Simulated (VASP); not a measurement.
Input of a VASP 6.6.1 run:

The input POSCAR:

```
RuSe
1.0
    3.1876923100      0.0000000000      0.0000000000
    0.0000000000      3.1876923100      0.0000000000
    0.0000000000      0.0000000000      3.1876923100
Ru Se
1 1
Direct
    0.0000000000      0.0000000000      0.0000000000
    0.5000000000      0.5000000000      0.5000000000
```

File INCAR.step1:

```
SYSTEM = RuSe
  PREC = Accurate
  ENCUT = 520
  EDIFF = 1E-5
  ISMEAR = -1
  SIGMA = 0.05
  LREAL = .FALSE.
  LASPH = .TRUE.
  NELM = 60
  ALGO = Normal
  ISIF = 2
  LWAVE = .TRUE.
  NBANDS = 17
  GGA = PE
```

File INCAR.step2:

```
SYSTEM = RuSe
  PREC = Accurate
  ENCUT = 520
  EDIFF = 1E-7
  ISMEAR = -1
  SIGMA = 0.05
  LREAL = .FALSE.
  LASPH = .TRUE.
  NELM = 60
  ALGO = Normal
  ISIF = 2
  LWAVE = .FALSE.
  LCHARG = .FALSE.
  GGA = PE
  LHFCALC = .TRUE.
  HFSCREEN = 0.15
  AEXX = 0.25
  PRECFOCK = Fast
  NBANDS = 17
  ISTART = 1
```

File KPOINTS:

```
Automatic mesh
0
G
  4 4 4
  0 0 0
```

Potentials or basis: VASP PAW PBE potentials, release 64 (Ru_pv, Se).

Command:

```sh
$ cat potpaw_PBE.64/Ru_pv/POTCAR potpaw_PBE.64/Se/POTCAR > POTCAR
$ cp INCAR.step1 INCAR
$ mpirun -np 1 vasp_std > vasp.out
$ cp INCAR.step2 INCAR
$ mpirun -np 1 vasp_std > vasp.out
```

Estimate the band gap on the k mesh.

none (metal or under the smearing width).

Predict the pressure.

-18.2 GPa.

Caveat: the k mesh is coarse (spacing up to 0.49 Å⁻¹), so the values aren't converged, least of all with exact exchange; the PAW data sets were made with another functional, which shifts forces and pressure a little.
